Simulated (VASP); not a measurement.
A convergence study with VASP on Be2C (antifluorite): one setting is varied, all else stays as given below, so the limit is that of these other settings. ε∞ is the independent-particle value.

```
Be2C
1.0
    0.00000     2.17000     2.17000
    2.17000     0.00000     2.17000
    2.17000     2.17000     0.00000
Be C
2 1
Direct
  0.25000   0.25000   0.25000
  0.75000   0.75000   0.75000
  0.00000   0.00000   0.00000
```

These are PBE GGA, VASP's PBE PAW potentials (set 64) (plane waves; VASP) values and carry that method's errors. The tightest run used: 700 eV cut-off, 8×8×8 Γ-centred mesh, Gaussian smearing of 0.050 eV, potentials Be C.

The reference is NBANDS = 132, which took about 2 core-minutes. Times come from single runs on busy shared machines, so they are rough: good to a factor of about 2.

### Question
Of the settings NBANDS = 5; NBANDS = 6; NBANDS = 8; NBANDS = 12; NBANDS = 20; NBANDS = 36; NBANDS = 68; NBANDS = 132, which is the lowest that keeps the difference from the reference in mean ε∞ within 0.05 from there on, and what does it cost?

### Answer
NBANDS = 20; its cost over the reference is about 1/6.
| setting | difference in mean ε∞ | cost over the reference |
|---|---|---|
| NBANDS = 5 | 2.84 | about 1/10 |
| NBANDS = 6 | 1.27 | about 1/10 |
| NBANDS = 8 | 0.24 | about 1/10 |
| NBANDS = 12 | 0.06 | about 1/10 |
| NBANDS = 20 | 0.02 | about 1/6 |
| NBANDS = 36 | 0.01 | about 1/3 |
| NBANDS = 68 | 0.01 | within a factor of 2 |
| NBANDS = 132 | 0.00 | reference |

Left out are rungs that failed or repeat a setting and relaxations that didn't move; long series are thinned to 24 rows.

The compound is Be2C in the antifluorite structure. The cell was not relaxed at this level.
